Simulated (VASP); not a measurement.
Here is a VASP 6.6.1 calculation.

The input run.py:

```python
from ase.calculators.vasp import Vasp
from ase.dft.bandgap import bandgap
from ase.io import read

atoms = read('LiBi2I2O2.xyz')
calc = Vasp(
    directory='calc',
    xc='rpbe',
    pp='PBE',
    setups={'base': 'minimal', 'Bi': '_d_GW', 'I': '_GW', 'O': '_GW', 'Li': '_GW'},
    prec='Accurate',
    encut=550,
    ediff=1e-06,
    ismear=0,
    sigma=0.05,
    lreal=False,
    lasph=True,
    nelm=60,
    algo='Fast',
    isif=2,
    lwave=False,
    lcharg=False,
    kpts=[6, 6, 3],
    gamma=True,
)
atoms.calc = calc

print('energy (eV):', atoms.get_potential_energy())
print('free energy (eV):', atoms.get_potential_energy(force_consistent=True))
print('forces (eV/A):')
print(atoms.get_forces())
print('stress (eV/A^3, Voigt):', atoms.get_stress())
print('Fermi level (eV):', calc.get_fermi_level())
gap, top, bottom = bandgap(calc)
print('band gap (eV):', gap, 'from (spin, k, band)', top, 'to', bottom)
```

The input LiBi2I2O2.xyz:

```xyz
7
Lattice="4.2328230000 0.0000000000 0.0000000000 0.0000000000 4.2328230000 0.0000000000 0.0000000000 0.0000000000 9.9999390000" Properties=species:S:1:pos:R:3 pbc="T T T"
Bi     0.0000000000      2.1164115000      1.0817634012
Bi     2.1164115000      0.0000000000      8.9181755988
I      2.1164115000      0.0000000000      3.2249703276
I      0.0000000000      2.1164115000      6.7749686724
O      0.0000000000      0.0000000000      0.0000000000
O      2.1164115000      2.1164115000      0.0000000000
Li     0.0000000000      0.0000000000      4.9999695000
```

Potentials or basis: VASP PAW PBE potentials, release 64 (Bi_d_GW, I_GW, O_GW, Li_GW).

The run is started by

```sh
$ python run.py
```

Task: What does it give for the largest force?

Result: 0.178 eV/Å.

Task: Estimate the pressure.

Result: 1.9 GPa.

Stress tensor (GPa, compression positive):
```
2.04 0.00 0.00
0.00 2.04 0.00
0.00 0.00 1.73
```

Caveat: the PAW data sets were made with another functional, which shifts forces and pressure a little; spin-orbit coupling is left out, which moves the levels of the heavy elements; an odd number of electrons without spin polarisation forces a metal; a magnetic or distorted state may lie lower.
